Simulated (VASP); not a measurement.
An input for Ansatz (written as the equivalent of a VASP run, and not itself run):

Ansatz 0.2 input:
```yaml
crystal:
  lattice:
    - [0.0000000, 1.7307491, 1.7307491]
    - [1.7307491, 0.0000000, 1.7307491]
    - [1.7307491, 1.7307491, 0.0000000]
  atoms:
    - { symbol: C, position: [0.0000000, 0.0000000, 0.0000000] }
    - { symbol: C, position: [0.2500000, 0.2500000, 0.2500000] }
kpoints:
  mp_grid: { grid: [13, 13, 13] }
hamiltonian:
  xc: r2scan
  pseudopotentials: { kind: paw }
scf:
  occupations: { method: gaussian, width: 0.05 }
  max_iter: 100
relax:
  max_steps: 40
  f_tol: 0.02
  cell: { p_target: 45 }
output: { forces: true, stress: true, eigenvalues: true }
```

### Question
Translate this input to VASP (INCAR, KPOINTS, POSCAR, choice of POTCAR).

### Answer
This is not unique; one that fits is 
POSCAR:
```
C
1.0
  0.0000000000   1.7307490612   1.7307490612
  1.7307490612   0.0000000000   1.7307490612
  1.7307490612   1.7307490612   0.0000000000
C
2
Cartesian
  0.0000000000   0.0000000000   0.0000000000
  0.8653745306   0.8653745306   0.8653745306
```

**KPOINTS**
```
Automatic mesh
0
Gamma
13 13 13
0 0 0
```

**INCAR**
```
# general
SYSTEM  = C
PREC    = Accurate
ENCUT   = 620   # plane-wave cut-off (eV)
LREAL   = .FALSE.   # projection in real space or not
LASPH   = .TRUE.

# electronic loop
EDIFF   = 1E-6   # SCF stop (eV)
NELM    = 100
ALGO    = Normal
LMIXTAU = .TRUE.

# smearing
ISMEAR  = 0
SIGMA   = 0.05   # width (eV)

# functional
METAGGA = R2SCAN

# ions
IBRION  = 2   # conjugate gradients
NSW     = 40
ISIF    = 3
EDIFFG  = -0.02   # ionic stop
PSTRESS = 450

# output
LWAVE   = .FALSE.
LCHARG  = .FALSE.
```

POTCAR, in this order: C (PBE.64 set). Program: vasp_std.

Limits of the translation: each code has its own PAW files, so the cut-off isn't converted (ENCUT is set for VASP's; basis.ecutwfc is left out, and Ansatz then takes the one that its files recommend); Ansatz stops its SCF on the density residual and VASP on the energy change (EDIFF).

The compound is C in the diamond structure. It was relaxed first under an external pressure of 45 GPa.
